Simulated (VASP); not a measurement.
**A VASP study of PbO (Litharge) (LDA): structure first, properties next**

Aim: relax PbO (Litharge), then compute properties on the relaxed cell. The steps: first try, full relaxation (LDA), second relaxation, density, ELF and potential (LDA), bands along the symmetry lines (LDA), total and projected DOS (LDA), optical spectrum (LDA), bands along the symmetry lines (LDA + SOC), band structure (HSE06), band structure (TB-mBJ) and relaxing the atoms (LDA) with a changed input. The start is a cell from a database of measured crystal structures.

Main program and level: VASP 6.6.1; LDA; plane waves and PAW (Pb_d, O), in the first sound run; inputs show where later runs differ.

## Step 1: Set-up

Symmetry: P4/nmm, No. 129, tetragonal system. The conventional cell has a = 3.978 Å, b = 3.978 Å, c = 5.026 Å, α = 90.00°, β = 90.00°, γ = 90.00°. Nearest to Pb lie 4 O at 2.31 Å. O has 4 Pb at 2.31 Å nearest. Farther neighbours and most contacts between anions are not listed.

Coordinates:

```cif
data_structure
_symmetry_space_group_name_H-M 'P 1'
_symmetry_Int_Tables_number 1
_cell_length_a 3.9777
_cell_length_b 3.9777
_cell_length_c 5.0259
_cell_angle_alpha 90.000
_cell_angle_beta 90.000
_cell_angle_gamma 90.000
_cell_volume 79.52
loop_
_atom_site_label
_atom_site_type_symbol
_atom_site_fract_x
_atom_site_fract_y
_atom_site_fract_z
_atom_site_occupancy
Pb1 Pb 0.00000 0.50000 0.76550 1
Pb2 Pb 0.50000 0.00000 0.23450 1
O3 O 0.50000 0.50000 0.00000 1
O4 O 0.00000 0.00000 0.00000 1
```

## Step 2: First try

This run is made with a changed input; what comes of it follows.

Input file INCAR:

```
SYSTEM = PbO
PREC = Accurate
ENCUT = 520
EDIFF = 1E-06
NELM = 66
ISMEAR = 0
SIGMA = 0.05
LREAL = .FALSE.
ALGO = Normal
GGA = CA
NBANDS = 26
LORBIT = 11
LWAVE = .FALSE.
LCHARG = .FALSE.
KPAR = 4
IBRION = 2
NSW = 30
ISIF = 3
EDIFFG = -0.01
ISPIN = 2
MAGMOM = 1.0 1.0 1.0
```

Input file POSCAR:

```
PbO
1.0
    3.9776877762      0.0000000000      0.0000000000
    0.0000000000      3.9776877762      0.0000000000
    0.0000000000      0.0000000000      5.0259000000
Pb O
2 2
Direct
    0.0000000000      0.5000000000      0.7655000000
    0.5000000000      0.0000000000      0.2345000000
    0.5000000000      0.5000000000      0.0000000000
    0.0000000000      0.0000000000      0.0000000000
```

Input file KPOINTS:

```
Automatic mesh
0
Gamma
5 5 4
0 0 0
```

PAW data sets: Pb_d and O (LDA family, release 64).

On the command line:

```
> mpirun -np 4 vasp_std
```

The program printed:

```text
running    4 mpi-ranks, on    1 nodes
[...]
-----------------------------------------------------------------------------
|                                                                             |
|     EEEEEEE  RRRRRR   RRRRRR   OOOOOOO  RRRRRR      ###     ###     ###     |
|     E        R     R  R     R  O     O  R     R     ###     ###     ###     |
|     E        R     R  R     R  O     O  R     R     ###     ###     ###     |
|     EEEEE    RRRRRR   RRRRRR   O     O  RRRRRR       #       #       #      |
|     E        R   R    R   R    O     O  R   R                               |
|     E        R    R   R    R   O     O  R    R      ###     ###     ###     |
|     EEEEEEE  R     R  R     R  OOOOOOO  R     R     ###     ###     ###     |
|                                                                             |
|     ERROR: You have set 3 value(s) for MAGMOM; however for                  |
|     spin-polarized calculations (ISPIN=2), MAGMOM has to be a list of       |
|     NIONS values. NIONS=4 in your calculation.                              |
|                                                                             |
|       ---->  I REFUSE TO CONTINUE WITH THIS SICK JOB ... BYE!!! <----       |
|                                                                             |
 -----------------------------------------------------------------------------

1
1
1
1
```

Run time: 3.8 s. Hardware: 4 MPI ranks of Intel Xeon Platinum 8488C (Sapphire Rapids), shared host.

The logs omit lines about the potential files and the build; timing stands in the text.

The input was rejected at the start.

VASP's message: “ERROR: You have set 3 value(s) for MAGMOM; however for spin-polarized calculations (ISPIN=2), MAGMOM has to be a list of”. No number of this run is used.

The fault in the input: wrong count of starting moments (ISPIN = 2 and MAGMOM = "1.0 1.0 1.0"). MAGMOM needs one number an atom.

## Step 3: Full relaxation (LDA)

This step: LDA; plane waves and PAW (Pb_d, O) (VASP 6.6.1).

Properties are meant for the cell that this level of theory prefers, so cell and atoms are relaxed first (ISIF = 3) until forces and stress are small; EDIFFG sets the threshold.

INCAR: that of step 2 with these lines changed.

```diff
@@ -4,3 +4,3 @@
 EDIFF = 1E-06
-NELM = 66
+NELM = 100
 ISMEAR = 0
@@ -16,6 +16,4 @@
 IBRION = 2
-NSW = 30
+NSW = 60
 ISIF = 3
 EDIFFG = -0.01
-ISPIN = 2
-MAGMOM = 1.0 1.0 1.0
```

POSCAR is that of step 2.

KPOINTS is that of step 2.

On the command line:

```
> mpirun -np 4 vasp_std
```

The program printed:

```text
[banner, memory and clock lines left out]
running    4 mpi-ranks, on    1 nodes
 distrk:  each k-point on    1 cores,    4 groups
 distr:  one band on    1 cores,    1 groups

 POSCAR found type information on POSCAR PbO
 POSCAR found :  2 types and       4 ions
 LDA part: xc-table for (Slater(with rela. corr.)+CA(PZ))
 , standard interpolation
 POSCAR, INCAR and KPOINTS ok, starting setup
 FFT: planning ... GRIDC
 FFT: planning ... GRID_SOFT
 FFT: planning ... GRID
 WAVECAR not read
 entering main loop
       N       E                     dE             d eps       ncg     rms          rms(c)
DAV:   1     0.463424347619E+03    0.46342E+03   -0.20047E+04   936   0.183E+03
DAV:   2     0.340285749019E+02   -0.42940E+03   -0.41722E+03   972   0.469E+02
DAV:   3    -0.261036985712E+02   -0.60132E+02   -0.57790E+02  1196   0.190E+02
DAV:   4    -0.287572055652E+02   -0.26535E+01   -0.26397E+01  1132   0.408E+01
DAV:   5    -0.288240540726E+02   -0.66849E-01   -0.66797E-01  1110   0.701E+00    0.119E+01
DAV:   6    -0.246796330878E+02    0.41444E+01   -0.25837E+01  1406   0.424E+01    0.537E+00
DAV:   7    -0.244592485410E+02    0.22038E+00   -0.29888E+00  1192   0.129E+01    0.243E+00
DAV:   8    -0.244102910188E+02    0.48958E-01   -0.67325E-01  1042   0.544E+00    0.969E-01
DAV:   9    -0.243914129803E+02    0.18878E-01   -0.89074E-02  1486   0.256E+00    0.244E-01
DAV:  10    -0.243924028630E+02   -0.98988E-03   -0.13712E-02  1124   0.805E-01    0.917E-02
DAV:  11    -0.243921404097E+02    0.26245E-03   -0.24996E-03  1606   0.418E-01    0.658E-02
DAV:  12    -0.243920913426E+02    0.49067E-04   -0.24446E-04  1406   0.156E-01    0.367E-02
DAV:  13    -0.243920766268E+02    0.14716E-04   -0.89013E-05  1308   0.723E-02    0.534E-03
DAV:  14    -0.243920764804E+02    0.14648E-06   -0.39148E-06   976   0.269E-02
   1 F= -.24392076E+02 E0= -.24392076E+02  d E =-.243921E+02
 curvature:   0.00 expect dE= 0.000E+00 dE for cont linesearch  0.000E+00
 trial: gam= 0.00000 g(F)=  0.569E-03 g(S)=  0.249E-01 ort = 0.000E+00 (trialstep = 0.100E+01)
 search vector abs. value=  0.255E-01
 bond charge predicted
       N       E                     dE             d eps       ncg     rms          rms(c)
DAV:   1    -0.247730647948E+02   -0.38099E+00   -0.11255E+01  1172   0.515E+01    0.379E+00
DAV:   2    -0.244441640391E+02    0.32890E+00   -0.13799E+00  1296   0.128E+01    0.112E+00
DAV:   3    -0.243997282641E+02    0.44436E-01   -0.14846E-01  1238   0.697E+00    0.464E-01
DAV:   4    -0.243946528086E+02    0.50755E-02   -0.41861E-02  1388   0.284E+00    0.124E-01
DAV:   5    -0.243947450665E+02   -0.92258E-04   -0.37352E-03  1406   0.654E-01    0.580E-02
DAV:   6    -0.243947141194E+02    0.30947E-04   -0.55401E-04  1488   0.338E-01    0.177E-02
DAV:   7    -0.243947226234E+02   -0.85039E-05   -0.67496E-05  1298   0.642E-02    0.519E-03
DAV:   8    -0.243947225131E+02    0.11025E-06   -0.25600E-06   814   0.215E-02
   2 F= -.24394723E+02 E0= -.24394723E+02  d E =-.264603E-02
[... from here on, the cycles between the ionic steps are left out ...]
   3 F= -.24399312E+02 E0= -.24399312E+02  d E =-.723601E-02
   4 F= -.24401789E+02 E0= -.24401789E+02  d E =-.247608E-02
   5 F= -.24402911E+02 E0= -.24402911E+02  d E =-.359868E-02
   6 F= -.24402978E+02 E0= -.24402978E+02  d E =-.366521E-02
   7 F= -.24403663E+02 E0= -.24403663E+02  d E =-.684935E-03
   8 F= -.24405221E+02 E0= -.24405221E+02  d E =-.224302E-02
   9 F= -.24405882E+02 E0= -.24405882E+02  d E =-.290462E-02
  10 F= -.24406063E+02 E0= -.24406063E+02  d E =-.308571E-02
  11 F= -.24406233E+02 E0= -.24406233E+02  d E =-.170019E-03
 trial-energy change:   -0.000170  1 .order   -0.000185   -0.000798    0.000427
 step:   0.5158(harm=  0.5299)  dis= 0.00287  next Energy=   -24.406312 (dE=-0.249E-03)
 bond charge predicted
       N       E                     dE             d eps       ncg     rms          rms(c)
DAV:   1    -0.244064311480E+02   -0.19726E-03   -0.60471E-02  1178   0.190E+00    0.107E-01
DAV:   2    -0.244064140427E+02    0.17105E-04   -0.23994E-03  1266   0.449E-01    0.589E-02
DAV:   3    -0.244063164827E+02    0.97560E-04   -0.21491E-04  1390   0.250E-01    0.155E-02
DAV:   4    -0.244063136378E+02    0.28450E-05   -0.45272E-05  1248   0.633E-02    0.581E-03
DAV:   5    -0.244063132097E+02    0.42809E-06   -0.47937E-06  1018   0.315E-02
  12 F= -.24406313E+02 E0= -.24406313E+02  d E =-.249795E-03
 curvature:  -0.71 expect dE=-0.318E-05 dE for cont linesearch -0.183E-06
 trial: gam= 0.03185 g(F)=  0.319E-05 g(S)=  0.129E-05 ort =-0.261E-04 (trialstep = 0.754E+00)
 search vector abs. value=  0.549E-05
 reached required accuracy - stopping structural energy minimisation
```

The job ended after 1.7 min (4 MPI ranks; peak memory 0.73 GiB; 6.8 min of CPU time).

OUTCAR, selected parts (step 3):

```text
ion  position               nearest neighbor table
   1  0.000  0.500  0.766-   3 2.31   4 2.31   4 2.31   3 2.31   2 3.67   2 3.67   2 3.67   2 3.67
                             2 3.88   2 3.88   2 3.88   2 3.88
   2  0.500  0.000  0.234-   3 2.31   4 2.31   3 2.31   4 2.31   1 3.67   1 3.67   1 3.67   1 3.67
                             1 3.88   1 3.88   1 3.88   1 3.88
   3  0.500  0.500  0.000-   1 2.31   2 2.31   2 2.31   1 2.31
   4  0.000  0.000  0.000-   1 2.31   2 2.31   1 2.31   2 2.31

  LATTYP: Found a simple tetragonal cell.
 ALAT       =     3.9776877762
 C/A-ratio  =     1.2635230020

 Subroutine GETGRP returns: Found 16 space group operations
 (whereof  8 operations were pure point group operations)

The static configuration has the point symmetry D_2d.
 The point group associated with its full space group is D_4h.

 Found     18 irreducible k-points:

   k-points           NKPTS =     18   k-points in BZ     NKDIM =     18   number of bands    NBANDS=     26

   dimension x,y,z NGX =    30 NGY =   30 NGZ =   40
   dimension x,y,z NGXF=    60 NGYF=   60 NGZF=   80

   ENCUT  =  520.0 eV  38.22 Ry    6.18 a.u.   7.40  7.40  9.34*2*pi/ulx,y,z

   NELECT =      40.0000    total number of electrons

 k-points in reciprocal lattice and weights: Automatic mesh
   0.00000000  0.00000000  0.00000000       0.010
   0.20000000  0.00000000  0.00000000       0.040
   0.40000000  0.00000000  0.00000000       0.040
   0.20000000  0.20000000  0.00000000       0.040
   0.40000000  0.20000000  0.00000000       0.080
   0.40000000  0.40000000  0.00000000       0.040
   0.00000000  0.00000000  0.25000000       0.020
   0.20000000  0.00000000  0.25000000       0.080
   0.40000000  0.00000000  0.25000000       0.080
[...]
0.40000000  0.20000000  0.50000000       0.080
   0.40000000  0.40000000  0.50000000       0.040

 average (electrostatic) potential at core
       1 -90.9363       2 -90.9363       3 -70.1483       4 -70.1483

 E-fermi :   5.6091

 k-point     1 :       0.0000    0.0000    0.0000
  band No.  band energies     occupation
    ...
     16       0.8124      2.00000
     17       3.5108      2.00000
     18       3.5427      2.00000
     19       3.5427      2.00000
     20       5.3148      2.00000
     21       7.8245      0.00000
     22      10.8727      0.00000
     23      10.8727      0.00000
     24      10.9612      0.00000
     25      12.0333      0.00000
    ...

 k-point     2 :       0.2000    0.0000    0.0000
  band No.  band energies     occupation
    ...
     16       1.0626      2.00000
     17       2.8242      2.00000
     18       3.2672      2.00000
     19       3.3808      2.00000
     20       5.2674      2.00000
     21       8.7312      0.00000
     22       9.1145      0.00000
     23      11.0882      0.00000
     24      11.1140      0.00000
     25      11.6286      0.00000
    ...

 k-point     3 :       0.4000    0.0000    0.0000
  band No.  band energies     occupation
    ...
     16       1.7247      2.00000
     17       2.3183      2.00000
     18       2.5639      2.00000
     19       3.1144      2.00000
     20       4.2222      2.00000
     21       8.6058      0.00000
     22       9.0145      0.00000
     23      11.5454      0.00000
     24      11.6697      0.00000
     25      12.2383      0.00000
    ...

  Total        0.0032847      0.0032847     -0.0092381      0.0000000      0.0000000      0.0000000
  in kB        0.0693370      0.0693370     -0.1950090      0.0000000      0.0000000      0.0000000
  external PRESSURE =      -0.0187783 kB  Pullay stress =       0.0000000 kB

  energy-cutoff  :      520.00
  volume of cell :       75.90
      direct lattice vectors                 reciprocal lattice vectors
     3.945640819  0.000000000  0.000000000     0.253444256  0.000000000  0.000000000
     0.000000000  3.945640819  0.000000000     0.000000000  0.253444256  0.000000000
     0.000000000  0.000000000  4.875298708     0.000000000 -0.000000000  0.205115637

 POSITION                                       TOTAL-FORCE (eV/Angst)
 -----------------------------------------------------------------------------------
      0.00000      1.97282      3.69362        -0.000000      0.000000      0.005751
      1.97282      0.00000      1.18168         0.000000      0.000000     -0.005751
      1.97282      1.97282      0.00000         0.000000      0.000000      0.000000
      0.00000      0.00000      0.00000        -0.000000     -0.000000      0.000000
 -----------------------------------------------------------------------------------
    total drift:                                0.000000      0.000000     -0.000000

  FREE ENERGIE OF THE ION-ELECTRON SYSTEM (eV)
  ---------------------------------------------------
  free  energy   TOTEN  =       -24.4063132097 eV

  energy  without entropy=      -24.4063132097  energy(sigma->0) =      -24.40631321

 reached required accuracy - stopping structural energy minimisation

 total charge
# of ion       s       p       d       tot
------------------------------------------
    1        1.370   0.655   9.882  11.907
    2        1.370   0.655   9.882  11.907
    3        1.567   3.384   0.000   4.951
    4        1.567   3.384   0.000   4.951
--------------------------------------------------
tot          5.873   8.078  19.764  33.716

[... 3 further parts left out ...]
```

CONTCAR:

```
PbO
   1.00000000000000
     3.9456408186755048    0.0000000000000000    0.0000000000000000
     0.0000000000000000    3.9456408186755048    0.0000000000000000
     0.0000000000000000    0.0000000000000000    4.8752987077466550
  Pb              O
     2     2
Direct
     0.0000000000000000    0.5000000000000000    0.7576183927122455
     0.5000000000000000    0.0000000000000000    0.2423816072877544
     0.5000000000000000    0.5000000000000000    0.0000000000000000
     0.0000000000000000    0.0000000000000000    0.0000000000000000
```

The gap is read on the k-mesh alone, so it is an upper bound where the band edges lie off the mesh, and a coarse mesh can show a gap where there is none. The run keeps the 16 symmetry operations of its start, so it cannot find a distortion of lower symmetry.

Step by step:

```tsv
step	energy less that of the first step (eV)	largest force (eV/Å)	pressure (GPa)	volume (Å³)
1	0.0000	0.0768	-1.65	79.52
2	-0.0026	0.3971	1.27	77.19
3	-0.0072	0.1817	-0.07	78.21
4	-0.0097	0.1110	-0.06	77.84
5	-0.0108	0.0378	-0.06	77.47
6	-0.0109	0.0140	-0.06	77.35
7	-0.0116	0.0185	-0.02	77.16
8	-0.0131	0.0297	0.11	76.60
9	-0.0138	0.0532	0.39	75.46
10	-0.0140	0.0479	0.29	75.82
11	-0.0142	0.0373	-0.15	75.94
12	-0.0142	0.0058	0.00	75.90
```

```tsv
conventional cell, symmetrised	before	after	change
a (Å)	3.978	3.946	-0.8 %
b (Å)	3.978	3.946	-0.8 %
c (Å)	5.026	4.875	-3.0 %
volume (Å³/atom)	19.88	18.97	-4.6 %
```

The atoms that moved most (Å, as changes of fractional coordinates times the final cell):

```tsv
atom	dx	dy	dz	length
Pb2	0.000	0.000	0.038	0.038
Pb1	0.000	0.000	-0.038	0.038
```

Final coordinates:

```xyz
4
Lattice="3.9456 0.0000 0.0000 0.0000 3.9456 0.0000 0.0000 0.0000 4.8753" Properties=species:S:1:pos:R:3 pbc="T T T"
Pb    0.0000    1.9728    3.6936
Pb    1.9728    0.0000    1.1817
O     1.9728    1.9728    0.0000
O     0.0000    0.0000    0.0000
```

A gap read on the k-mesh alone can miss the band edges.

This step gave:

* electrons: 40
* bands: 26
* irreducible k-points: 18
* symmetry operations: 16
* free energy (TOTEN): -24.41 eV
* Fermi energy: 5.609 eV
* pressure: -0.001878 GPa
* metallic, judged on the points sampled: no
* valence top at k: 0, 0, 0
* conduction bottom at k: 0.4, 0.4, 0
* least direct gap at k: 0, 0, 0.25
* SCF cycles over all ionic steps: 91
* gap on the k-mesh: 1.507 eV
* least direct gap on the k-mesh: 2.351 eV

It ends with a largest force of 0.006 eV/Å and a pressure of 0.00 GPa. The volume lies -4.6 % from that of the database's start, part of which can be the thermal and zero-point expansion of its experiment. LDA is known to overbind.

(Part 1 of 5 ends here.)

[Lines on the potential files, build, host, timing and source positions are cut from VASP's logs without a mark.]

[Logs are printed without paths, hosts, clocks, repeated set-up lines and the standing remarks that a program may print on its own settings, such as how far it seeks lower states.]

[Hosts, paths, dates, database ids (printed as entryN), source tags and the programs' standing remarks are cut or masked in the printed files.]

[A measured line is paired with the nearest computed mode of its activity, which favours agreement.]

[In band tables of VASP the shares of atoms and orbitals are scaled to a sum of 1 inside the atoms' spheres.]
